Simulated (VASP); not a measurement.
**Lattice vibrations of PbO2**

How does the lattice of PbO2 vibrate? The start is a computed cell from the Materials Project.

Main program and level: VASP 6.6.1; PBE; plane waves and PAW (Pb, O).

## 1. The starting structure

Symmetry: P4_2/mnm, No. 136, tetragonal system. Conventional cell: a = 4.995 Å, b = 4.995 Å, c = 3.409 Å, α = 90.00°, β = 90.00°, γ = 90.00°. Nearest to Pb lie 6 O at 2.17 to 2.18 Å. Nearest to O lie 3 Pb at 2.17 to 2.18 Å. Farther neighbours and most contacts between anions are not listed.

## 2. Relax the host

The later steps need the crystal at this functional's own lattice; a raised cutoff keeps the stress reliable while the cell changes.

Contents of INCAR:

```
SYSTEM = PbO2
PREC = Accurate
ENCUT = 520
EDIFF = 1E-06
NELM = 120
ISMEAR = 0
SIGMA = 0.05
LREAL = .FALSE.
ALGO = Normal
GGA = PE
NBANDS = 22
LORBIT = 11
LWAVE = .FALSE.
LCHARG = .FALSE.
KPAR = 4
LASPH = .TRUE.
IBRION = 2
NSW = 40
ISIF = 3
EDIFFG = -0.02
POTIM = 0.4
```

Contents of POSCAR:

```
PbO2
1.0
    4.9949598700      0.0000000000      0.0000000000
    0.0000000000      4.9949598700      0.0000000000
    0.0000000000      0.0000000000      3.4090009600
Pb O
2 4
Direct
    0.5000000000      0.5000000000      0.5000000000
    0.0000000000      0.0000000000      0.0000000000
    0.6925710400      0.6925710400      0.0000000000
    0.8074289600      0.1925710400      0.5000000000
    0.1925710400      0.8074289600      0.5000000000
    0.3074289600      0.3074289600      0.0000000000
```

Contents of KPOINTS:

```
Automatic mesh
0
Gamma
4 4 6
0 0 0
```

The projector-augmented-wave data sets are Pb and O (PBE family, release 64).

On the command line:

```bash
> mpirun -np 4 vasp_std
```

The log of the run:

```text
[banner, memory and clock lines left out]
running    4 mpi-ranks, on    1 nodes
 distrk:  each k-point on    1 cores,    4 groups
 distr:  one band on    1 cores,    1 groups

 POSCAR found type information on POSCAR PbO
 POSCAR found :  2 types and       6 ions
 LDA part: xc-table for (Slater+PW92), standard interpolation
 POSCAR, INCAR and KPOINTS ok, starting setup
 FFT: planning ... GRIDC
 FFT: planning ... GRID_SOFT
 FFT: planning ... GRID
 WAVECAR not read
 entering main loop
       N       E                     dE             d eps       ncg     rms          rms(c)
DAV:   1     0.205727771287E+03    0.20573E+03   -0.15368E+04  1056   0.130E+03
DAV:   2    -0.222115778139E+02   -0.22794E+03   -0.21692E+03  1404   0.278E+02
DAV:   3    -0.380084335792E+02   -0.15797E+02   -0.15574E+02  1308   0.797E+01
DAV:   4    -0.382086529839E+02   -0.20022E+00   -0.19993E+00  1236   0.990E+00
DAV:   5    -0.382119589807E+02   -0.33060E-02   -0.33041E-02  1302   0.126E+00    0.373E+01
DAV:   6    -0.322605210715E+02    0.59514E+01   -0.24206E+01  1164   0.316E+01    0.181E+01
DAV:   7    -0.321026538249E+02    0.15787E+00   -0.13503E+00  1134   0.781E+00    0.507E+00
DAV:   8    -0.320478374037E+02    0.54816E-01   -0.46738E-02  1326   0.174E+00    0.149E+00
DAV:   9    -0.320408914415E+02    0.69460E-02   -0.18269E-02  1268   0.919E-01    0.654E-01
DAV:  10    -0.320415061989E+02   -0.61476E-03   -0.10846E-03  1308   0.213E-01    0.157E-01
DAV:  11    -0.320415687863E+02   -0.62587E-04   -0.12015E-04  1374   0.759E-02    0.345E-02
DAV:  12    -0.320415627748E+02    0.60115E-05   -0.16256E-05  1308   0.259E-02    0.189E-02
DAV:  13    -0.320415634002E+02   -0.62539E-06   -0.61962E-07   852   0.594E-03
   1 F= -.32041563E+02 E0= -.32041544E+02  d E =-.320416E+02
 curvature:   0.00 expect dE= 0.000E+00 dE for cont linesearch  0.000E+00
 trial: gam= 0.00000 g(F)=  0.646E-03 g(S)=  0.309E+00 ort = 0.000E+00 (trialstep = 0.100E+01)
 search vector abs. value=  0.310E+00
 bond charge predicted
       N       E                     dE             d eps       ncg     rms          rms(c)
DAV:   1    -0.331578647719E+02   -0.11163E+01   -0.21958E+01  1080   0.369E+01    0.114E+01
DAV:   2    -0.321606776043E+02    0.99719E+00   -0.45460E+00  1062   0.147E+01    0.208E+00
DAV:   3    -0.321217221958E+02    0.38955E-01   -0.14779E-01  1152   0.279E+00    0.231E+00
DAV:   4    -0.321040327061E+02    0.17689E-01   -0.25444E-02  1178   0.880E-01    0.294E-01
DAV:   5    -0.321030135385E+02    0.10192E-02   -0.41041E-03  1266   0.394E-01    0.156E-01
DAV:   6    -0.321031017638E+02   -0.88225E-04   -0.45147E-04  1276   0.123E-01    0.438E-02
DAV:   7    -0.321031304188E+02   -0.28655E-04   -0.32005E-05  1272   0.436E-02    0.251E-02
DAV:   8    -0.321031312293E+02   -0.81052E-06   -0.13964E-06  1058   0.695E-03
   2 F= -.32103131E+02 E0= -.32103089E+02  d E =-.615678E-01
[...]
3 F= -.32134374E+02 E0= -.32134341E+02  d E =-.928107E-01
[...]
4 F= -.32136683E+02 E0= -.32136650E+02  d E =-.230888E-02
[...]
5 F= -.32137562E+02 E0= -.32137527E+02  d E =-.318763E-02
[...]
6 F= -.32137583E+02 E0= -.32137549E+02  d E =-.320900E-02
 curvature:  -1.00 expect dE=-0.228E-03 dE for cont linesearch -0.266E-07
 trial: gam= 0.07566 g(F)=  0.148E-03 g(S)=  0.810E-04 ort =-0.942E-05 (trialstep = 0.113E+01)
 search vector abs. value=  0.246E-03
 bond charge predicted
       N       E                     dE             d eps       ncg     rms          rms(c)
DAV:   1    -0.321378895853E+02   -0.30650E-03   -0.33188E-02  1068   0.142E+00    0.111E-01
DAV:   2    -0.321378153259E+02    0.74259E-04   -0.54496E-04  1302   0.172E-01    0.455E-02
DAV:   3    -0.321377860680E+02    0.29258E-04   -0.21662E-05  1232   0.357E-02    0.202E-02
DAV:   4    -0.321377784339E+02    0.76341E-05   -0.77141E-06  1248   0.220E-02    0.366E-03
DAV:   5    -0.321377783785E+02    0.55366E-07   -0.67580E-07   612   0.568E-03
   7 F= -.32137778E+02 E0= -.32137744E+02  d E =-.195243E-03
 trial-energy change:   -0.000195  1 .order   -0.000197   -0.000258   -0.000135
 step:   2.3717(harm=  2.3717)  dis= 0.00157  next Energy=   -32.137853 (dE=-0.270E-03)
 reached required accuracy - stopping structural energy minimisation
```

Elapsed: 52 s, on 4 MPI ranks of Intel Xeon Platinum 8559C (Emerald Rapids), shared host; peak memory 0.9 GiB.

The logs omit lines about the potential files and the build; timing stands in the text.

OUTCAR, selected parts (step 2):

```text
ion  position               nearest neighbor table
   1  0.500  0.500  0.500-   4 2.17   5 2.17   3 2.18   6 2.18   3 2.18   6 2.18   2 3.92   2 3.92
                             2 3.92   2 3.92   2 3.92   2 3.92   2 3.92   2 3.92
   2  0.000  0.000  0.000-   3 2.17   6 2.17   5 2.18   4 2.18   4 2.18   5 2.18   1 3.92   1 3.92
                             1 3.92   1 3.92   1 3.92   1 3.92   1 3.92   1 3.92
   3  0.693  0.693  0.000-   2 2.17   1 2.18   1 2.18
   4  0.807  0.193  0.500-   1 2.17   2 2.18   2 2.18
   5  0.193  0.807  0.500-   1 2.17   2 2.18   2 2.18
   6  0.307  0.307  0.000-   2 2.17   1 2.18   1 2.18

  LATTYP: Found a simple tetragonal cell.
 ALAT       =     4.9949598700
 C/A-ratio  =     0.6824881578

 Subroutine GETGRP returns: Found 16 space group operations
 (whereof  8 operations were pure point group operations)

The static configuration has the point symmetry D_2h.
 The point group associated with its full space group is D_4h.

 Found     24 irreducible k-points:

   k-points           NKPTS =     24   k-points in BZ     NKDIM =     24   number of bands    NBANDS=     22

   dimension x,y,z NGX =    40 NGY =   40 NGZ =   28
   dimension x,y,z NGXF=    80 NGYF=   80 NGZF=   56

   ENCUT  =  520.0 eV  38.22 Ry    6.18 a.u.   9.29  9.29  6.34*2*pi/ulx,y,z

   NELECT =      32.0000    total number of electrons

 k-points in reciprocal lattice and weights: Automatic mesh
   0.00000000  0.00000000  0.00000000       0.010
   0.25000000  0.00000000  0.00000000       0.042
   0.50000000  0.00000000  0.00000000       0.021
   0.25000000  0.25000000  0.00000000       0.042
   0.50000000  0.25000000  0.00000000       0.042
   0.50000000  0.50000000  0.00000000       0.010
   0.00000000  0.00000000  0.16666667       0.021
   0.25000000  0.00000000  0.16666667       0.083
   0.50000000  0.00000000  0.16666667       0.042
[...]
0.50000000  0.25000000  0.50000000       0.042
   0.50000000  0.50000000  0.50000000       0.010

 average (electrostatic) potential at core
       1 -43.9355       2 -43.9355       3 -71.6628       4 -71.6628       5 -71.6628
       6 -71.6628

 E-fermi :   2.2111

 k-point     1 :       0.0000    0.0000    0.0000
  band No.  band energies     occupation
    ...
     12       1.3033      2.00000
     13       1.4544      2.00000
     14       1.4544      2.00000
     15       1.6381      2.00000
     16       1.6381      2.00000
     17       2.2851      0.03630
     18       5.9509      0.00000
     19       7.8496      0.00000
     20       7.8496      0.00000
     21      11.6445      0.00000
    ...

 k-point     2 :       0.2500    0.0000    0.0000
  band No.  band energies     occupation
    ...
     12       1.1260      2.00000
     13       1.4434      2.00000
     14       1.4490      2.00000
     15       1.6905      2.00000
     16       2.0704      1.99993
     17       2.5166      0.00000
     18       5.4652      0.00000
     19       8.0910      0.00000
     20       8.1477      0.00000
     21      11.4213      0.00000
    ...

 k-point     3 :       0.5000    0.0000    0.0000
  band No.  band energies     occupation
    ...
     12       0.8778      2.00000
     13       1.4400      2.00000
     14       1.4400      2.00000
     15       1.8197      2.00000
     16       1.8197      2.00000
     17       4.1664      0.00000
     18       4.1664      0.00000
     19       8.4391      0.00000
     20       8.4391      0.00000
     21      11.4330      0.00000
    ...

  Total        0.0209613      0.0209613     -0.0579454      0.0000000      0.0000000      0.0000000
  in kB        0.3752468      0.3752468     -1.0373295      0.0000000      0.0000000      0.0000000
  external PRESSURE =      -0.0956119 kB  Pullay stress =       0.0000000 kB

  energy-cutoff  :      520.00
  volume of cell :       89.50
      direct lattice vectors                 reciprocal lattice vectors
     5.092272270 -0.000000000  0.000000000     0.196375988  0.000000000  0.000000000
    -0.000000000  5.092272270  0.000000000     0.000000000  0.196375988  0.000000000
     0.000000000  0.000000000  3.451352110     0.000000000  0.000000000  0.289741518

 POSITION                                       TOTAL-FORCE (eV/Angst)
 -----------------------------------------------------------------------------------
      2.54614      2.54614      1.72568         0.000000      0.000000     -0.000000
      0.00000      0.00000      0.00000         0.000000      0.000000     -0.000000
      3.52387      3.52387      0.00000         0.011123      0.011123      0.000000
      4.11453      0.97774      1.72568        -0.011123      0.011123     -0.000000
      0.97774      4.11453      1.72568         0.011123     -0.011123     -0.000000
      1.56840      1.56840      0.00000        -0.011123     -0.011123     -0.000000
 -----------------------------------------------------------------------------------
    total drift:                                0.000000     -0.000000      0.000000

  FREE ENERGIE OF THE ION-ELECTRON SYSTEM (eV)
  ---------------------------------------------------
  free  energy   TOTEN  =       -32.1377783785 eV

  energy  without entropy=      -32.1377092779  energy(sigma->0) =      -32.13774383

 reached required accuracy - stopping structural energy minimisation

 total charge
# of ion       s       p       d       tot
------------------------------------------
    1        1.393   1.528   0.523   3.445
    2        1.393   1.528   0.523   3.445
    3        1.584   3.353   0.000   4.937
    4        1.584   3.353   0.000   4.937
    5        1.584   3.353   0.000   4.937
    6        1.584   3.353   0.000   4.937
--------------------------------------------------
tot          9.123  16.468   1.046  26.637

[... 3 further parts left out ...]
```

The gap is read on the k-mesh alone, so it is an upper bound where the band edges lie off the mesh. The data set Pb keeps the semicore shell frozen, which is cheaper and a little less accurate. The run keeps the 16 symmetry operations of its start, so it cannot find a distortion of lower symmetry.

The steps of the relaxation:

```tsv
step	energy less that of the first step (eV)	largest force (eV/Å)	pressure (GPa)	volume (Å³)
1	0.0000	0.0647	7.51	85.05
2	-0.0616	0.1622	-3.60	91.77
3	-0.0928	0.0892	0.08	89.18
4	-0.0951	0.0325	0.05	89.31
5	-0.0960	0.0404	0.03	89.48
6	-0.0960	0.0309	0.03	89.46
7	-0.0962	0.0157	-0.01	89.50
```

```tsv
conventional cell, symmetrised	before	after	change
a (Å)	4.995	5.092	+1.9 %
b (Å)	4.995	5.092	+1.9 %
c (Å)	3.409	3.451	+1.2 %
volume (Å³/atom)	14.18	14.92	+5.2 %
```

The relaxed structure:

```
Pb O
1.0
     5.09227    0.00000    0.00000
     0.00000    5.09227    0.00000
     0.00000    0.00000    3.45135
Pb O
2 4
Direct
  0.50000 0.50000 0.50000
  0.00000 0.00000 0.00000
  0.69200 0.69200 0.00000
  0.80800 0.19200 0.50000
  0.19200 0.80800 0.50000
  0.30800 0.30800 0.00000
```

A gap read on the k-mesh alone can miss the band edges.

Numbers from this step:

- electronic cycles: 51
- electrons: 32
- free energy (TOTEN): -32.14 eV
- Fermi energy: 2.211 eV
- pressure: -0.009561 GPa
- labelled metallic, from the levels on this mesh: no
- gap on the k-mesh: 0.1577 eV
- least direct gap on the k-mesh: 0.4462 eV

The run ended after 7 ionic steps, 0.096 eV below its first step, once forces and stress met EDIFFG = -0.02.

## 3. Relax the host again, on a new basis

The volume changed by more than 5 %, so the plane waves of the start no longer fit; a second relaxation removes that error.

INCAR, as its differences from that of step 2:

```diff
@@ -17,3 +17,3 @@
 IBRION = 2
-NSW = 40
+NSW = 30
 ISIF = 3
```

Contents of POSCAR:

```
PbO2
1.0
    5.0922722700      0.0000000000      0.0000000000
    0.0000000000      5.0922722700      0.0000000000
    0.0000000000      0.0000000000      3.4513521103
Pb O
2 4
Direct
    0.5000000000      0.5000000000      0.5000000000
    0.0000000000      0.0000000000      0.0000000000
    0.6920041650      0.6920041650      0.0000000000
    0.8079958350      0.1920041650      0.5000000000
    0.1920041650      0.8079958350      0.5000000000
    0.3079958350      0.3079958350      0.0000000000
```

KPOINTS is that of step 2.

On the command line:

```bash
> mpirun -np 4 vasp_std
```

The log of the run:

```text
[... set-up lines as in an earlier step ...]
 entering main loop
       N       E                     dE             d eps       ncg     rms          rms(c)
DAV:   1     0.209473679820E+03    0.20947E+03   -0.15221E+04  1056   0.130E+03
DAV:   2    -0.217186972340E+02   -0.23119E+03   -0.22156E+03  1410   0.278E+02
DAV:   3    -0.379228612043E+02   -0.16204E+02   -0.16001E+02  1284   0.814E+01
DAV:   4    -0.381217253821E+02   -0.19886E+00   -0.19857E+00  1292   0.995E+00
DAV:   5    -0.381252892196E+02   -0.35638E-02   -0.35629E-02  1272   0.130E+00    0.330E+01
DAV:   6    -0.323689475697E+02    0.57563E+01   -0.24189E+01  1152   0.312E+01    0.160E+01
DAV:   7    -0.322027717264E+02    0.16618E+00   -0.14927E+00  1116   0.823E+00    0.469E+00
DAV:   8    -0.321486881781E+02    0.54084E-01   -0.58355E-02  1296   0.192E+00    0.150E+00
DAV:   9    -0.321422863229E+02    0.64019E-02   -0.20282E-02  1276   0.964E-01    0.556E-01
DAV:  10    -0.321430088895E+02   -0.72257E-03   -0.12349E-03  1296   0.222E-01    0.173E-01
DAV:  11    -0.321430957089E+02   -0.86819E-04   -0.16181E-04  1412   0.864E-02    0.259E-02
DAV:  12    -0.321430918105E+02    0.38983E-05   -0.19211E-05  1308   0.276E-02    0.161E-02
DAV:  13    -0.321430922476E+02   -0.43705E-06   -0.94813E-07   822   0.741E-03
   1 F= -.32143092E+02 E0= -.32143058E+02  d E =-.321431E+02
 curvature:   0.00 expect dE= 0.000E+00 dE for cont linesearch  0.000E+00
 trial: gam= 0.00000 g(F)=  0.395E-04 g(S)=  0.498E-04 ort = 0.000E+00 (trialstep = 0.100E+01)
 search vector abs. value=  0.893E-04
 reached required accuracy - stopping structural energy minimisation
```

Run time: 14 s. Hardware: 4 MPI ranks; peak memory 0.87 GiB; 53 s of CPU time.

Parts of OUTCAR (step 3):

```text
  LATTYP: Found a simple tetragonal cell.
 ALAT       =     5.0922722700
 C/A-ratio  =     0.6777626818

 Found     24 irreducible k-points:

   ENCUT  =  520.0 eV  38.22 Ry    6.18 a.u.   9.47  9.47  6.42*2*pi/ulx,y,z

   NELECT =      32.0000    total number of electrons

 E-fermi :   2.2110

 k-point     1 :       0.0000    0.0000    0.0000
  band No.  band energies     occupation
    ...
     12       1.3035      2.00000
     13       1.4546      2.00000
     14       1.4546      2.00000
     15       1.6382      2.00000
     16       1.6382      2.00000
     17       2.2850      0.03633
     18       5.9509      0.00000
     19       7.8495      0.00000
     20       7.8495      0.00000
     21      11.6442      0.00000
    ...

 k-point     2 :       0.2500    0.0000    0.0000
  band No.  band energies     occupation
    ...
     12       1.1262      2.00000
     13       1.4436      2.00000
     14       1.4492      2.00000
     15       1.6905      2.00000
     16       2.0704      1.99993
     17       2.5166      0.00000
     18       5.4652      0.00000
     19       8.0908      0.00000
     20       8.1476      0.00000
     21      11.4207      0.00000
    ...

  Total        0.0567637      0.0567637     -0.0360259      0.0000000      0.0000000      0.0000000
  in kB        1.0161750      1.0161750     -0.6449311      0.0000000      0.0000000      0.0000000
  external PRESSURE =       0.4624730 kB  Pullay stress =       0.0000000 kB

  energy-cutoff  :      520.00
  volume of cell :       89.50
      direct lattice vectors                 reciprocal lattice vectors
     5.092272270  0.000000000  0.000000000     0.196375988  0.000000000  0.000000000
     0.000000000  5.092272270  0.000000000     0.000000000  0.196375988  0.000000000
     0.000000000  0.000000000  3.451352110     0.000000000  0.000000000  0.289741518

 POSITION                                       TOTAL-FORCE (eV/Angst)
 -----------------------------------------------------------------------------------
      2.54614      2.54614      1.72568         0.000000      0.000000      0.000000
      0.00000      0.00000      0.00000         0.000000      0.000000      0.000000
      3.52387      3.52387      0.00000         0.011310      0.011310     -0.000000
      4.11453      0.97774      1.72568        -0.011310      0.011310     -0.000000
      0.97774      4.11453      1.72568         0.011310     -0.011310      0.000000
      1.56840      1.56840      0.00000        -0.011310     -0.011310      0.000000
 -----------------------------------------------------------------------------------
    total drift:                                0.000000      0.000000      0.000000

  FREE ENERGIE OF THE ION-ELECTRON SYSTEM (eV)
  ---------------------------------------------------
  free  energy   TOTEN  =       -32.1430922476 eV

  energy  without entropy=      -32.1430231049  energy(sigma->0) =      -32.14305768

 total charge
# of ion       s       p       d       tot
------------------------------------------
    1        1.393   1.528   0.523   3.445
    2        1.393   1.528   0.523   3.445
    3        1.582   3.353   0.000   4.935
    4        1.582   3.353   0.000   4.935
    5        1.582   3.353   0.000   4.935
    6        1.582   3.353   0.000   4.935
--------------------------------------------------
tot          9.117  16.468   1.046  26.631

[... 6 parts as in an earlier step ...]

[... 6 further parts left out ...]
```

CONTCAR:

```
PbO2
   1.00000000000000
     5.0922722699999996    0.0000000000000000    0.0000000000000000
     0.0000000000000000    5.0922722699999996    0.0000000000000000
     0.0000000000000000    0.0000000000000000    3.4513521103000002
  Pb              O
     2     4
Direct
     0.5000000000000000    0.5000000000000000    0.5000000000000000
     0.0000000000000000    0.0000000000000000    0.0000000000000000
     0.6920041650000002    0.6920041650000002    0.0000000000000000
     0.8079958349999998    0.1920041650000002    0.5000000000000000
     0.1920041650000002    0.8079958349999998    0.5000000000000000
     0.3079958349999998    0.3079958349999998    0.0000000000000000
```

Little changed from the start: no atom moved by 0.005 Å and no cell edge by 0.1 %.

Numbers from this step:

```
electronic cycles : 13
pressure          : 0.04625 GPa
gap on the k-mesh : 0.1576 eV
```

The start already met the threshold, so nothing moved.

(Part 1 of 2 ends here.)

[Lines on the potential files, build, host, timing and source positions are cut from VASP's logs without a mark.]

[Logs are printed without paths, hosts, clocks, repeated set-up lines and the standing remarks that a program may print on its own settings, such as how far it seeks lower states.]

[Hosts, paths, dates, database ids (printed as entryN), source tags and the programs' standing remarks are cut or masked in the printed files.]

[Runs that stopped without an error message from VASP are left out.]
